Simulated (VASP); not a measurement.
**Fe: relaxation of cell and atoms with LDA**

Fe:

```xyz
1
Lattice="-1.3950 1.3950 1.3950 1.3950 -1.3950 1.3950 1.3950 1.3950 -1.3950" Properties=species:S:1:pos:R:3 pbc="T T T"
Fe    0.0000    0.0000    0.0000
```

The cell was built by a generator and needn't be a form met in nature.

```json
{
 "Program": "VASP 6.6.1",
 "Task": "relaxation of cell and atoms",
 "Functional": "LDA",
 "Potentials or basis": "VASP PAW LDA potentials, release 64 (Fe)",
 "Cutoff": "600 eV",
 "k mesh": "20 × 20 × 20",
 "Occupations": "methfessel-paxton, width 0.1 eV",
 "Spin": "collinear spin, ferromagnetic start",
 "Starting moments": "[2.5] μB",
 "Further INCAR settings": "ALGO = Normal; EDIFF = 1e-06; IBRION = 2; EDIFFG = -0.005; NSW = 60; ISIF = 3"
}
```

| Item | Value |
| --- | --- |
| Relaxed volume | 10.38 Å³/atom |
| Relaxed cell | a = 2.380 Å, b = 2.380 Å, c = 2.380 Å, α = 109.47°, β = 109.47°, γ = 109.47° |
| Space group after relaxing (to 0.05 Å) | Im-3m (No. 229) |
| Energy gained by relaxing | 16.5 meV/atom |
| Ionic steps | 10 |
| Pressure after relaxing | 0.0 GPa |
| Band gap on the k mesh | none (metal or under the smearing width) |
| Net moment | 1.98 μB per cell |
| Site moments | Fe +1.95 μB |
| Valence electrons inside the program's atomic spheres | Fe 7.48 |

The path:
```
step  energy change (eV)  largest force (eV/Å)  pressure (GPa)  volume (Å³)
   1              0.0000                0.0000          -10.53        10.86
   2              0.0146                0.0000           17.50         9.78
   3             -0.0165                0.0000            0.14        10.38
   4             -0.0165                0.0000           -0.49        10.39
   5             -0.0165                0.0000           -0.30        10.39
   6             -0.0165                0.0000           -0.20        10.39
   7             -0.0165                0.0000           -0.19        10.39
   8             -0.0165                0.0000           -0.08        10.39
   9             -0.0165                0.0000           -0.15        10.39
  10             -0.0165                0.0000           -0.03        10.38
```

Final structure:
```
Fe
1.0
    -1.37427    1.37427    1.37427
     1.37427   -1.37427    1.37427
     1.37427    1.37427   -1.37427
Fe
1
Direct
  0.00000 0.00000 0.00000
```

Levels at points of the mesh, in eV from the Fermi level:
Spin up:
```csv
k point,band 1,band 2,band 3,band 4,band 5,band 6,band 7,band 8,band 9
"(0.00, 0.00, 0.00)",-9.10,-2.50,-2.50,-2.50,-0.95,-0.95,25.71,25.71,25.71
"(0.50, 0.00, 0.00)",-5.48,-3.77,-0.91,-0.71,0.37,0.63,8.18,18.97,21.47
"(0.50, 0.50, 0.50)",-5.38,-5.38,0.31,0.31,0.31,10.42,10.42,10.42,16.61
```
Spin down:
```csv
k point,band 1,band 2,band 3,band 4,band 5,band 6,band 7
"(0.00, 0.00, 0.00)",-8.72,-0.89,-0.89,-0.89,1.17,1.17,25.89
"(0.50, 0.00, 0.00)",-4.34,-2.31,0.75,1.09,1.46,2.50,9.42
"(0.50, 0.50, 0.50)",-3.93,-3.93,2.16,2.16,2.16,10.88,10.88
```

Wall time 74 s on 1 thread of Intel(R) Xeon(R) 6975P-C (Granite Rapids), with other jobs on the host, peak memory 0.17 GiB.
